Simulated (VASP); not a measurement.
An input for Quantum ESPRESSO's pw.x (written as the equivalent of a VASP run, and not itself run):

```
&CONTROL
  calculation = 'vc-relax'
  pseudo_dir = './pseudo'
  outdir = './out'
  tprnfor = .true.
  tstress = .true.
  nstep = 50
  forc_conv_thr = 0.00039
/
&SYSTEM
  ibrav = 0
  nat = 2
  ntyp = 1
  ecutwfc = 58
  occupations = 'smearing'
  smearing = 'gaussian'
  degauss = 0.009996
  input_dft = 'pbe'
/
&ELECTRONS
  conv_thr = 7.3e-08
  electron_maxstep = 100
/
&IONS
/
&CELL
/
ATOMIC_SPECIES
  Hf 178.490 Hf.upf
CELL_PARAMETERS angstrom
     3.2201540    0.0000000    0.0000000
    -1.6100770    2.7887350    0.0000000
     0.0000000    0.0000000    5.0889320
ATOMIC_POSITIONS crystal
  Hf   0.3333330  0.6666670  0.2500000
  Hf   0.6666670  0.3333330  0.7500000
K_POINTS automatic
  16 16 9 0 0 0
```

Problem. Write the VASP files for the same calculation (PBE).

Solution. This is not unique; one that fits is 
**KPOINTS**
```
Automatic mesh
0
Gamma
16 16 9
0 0 0
```

### INCAR
```
SYSTEM  =  Hf
PREC  =  Accurate; ENCUT  =  300; LREAL  =  .FALSE.
LASPH  =  .TRUE.
EDIFF  =  1E-6; NELM  =  100; ALGO  =  Normal
LMAXMIX  =  6
ISMEAR  =  0; SIGMA  =  0.136
GGA  =  PE
IBRION  =  2; NSW  =  50; ISIF  =  3
EDIFFG  =  -0.01
LWAVE  =  .FALSE.; LCHARG  =  .FALSE.
```

### POSCAR
```
Hf
1.0
  3.2201540000   0.0000000000   0.0000000000
 -1.6100770000   2.7887350000   0.0000000000
  0.0000000000   0.0000000000   5.0889320000
Hf
2
Cart
 -0.0000016101   1.8591575962   1.2722330000
  1.6100786101   0.9295774038   3.8166990000
```

POTCAR, in this order: Hf_pv (PBE.64 set). Program: vasp_std.

Limits of the translation: the potentials are each code's own (VASP's PAW set, PseudoDojo norm-conserving files in pw.x), so ENCUT and ecutwfc are chosen apart and not converted; conv_thr bounds pw.x's estimated SCF error, while EDIFF bounds the energy change between steps; forc_conv_thr acts on force components and is met together with etot_conv_thr.

The structure comes from a computed database's Hf entry; how it stands against other phases isn't given here. This run relaxes it. Symmetry was kept, so distortions that lower it aren't found. The run is one of a series of settings (EDIFFG = -0.01, IBRION = 2, ISIF = 3, NSW = 50 against the base run), some of them coarse on purpose.
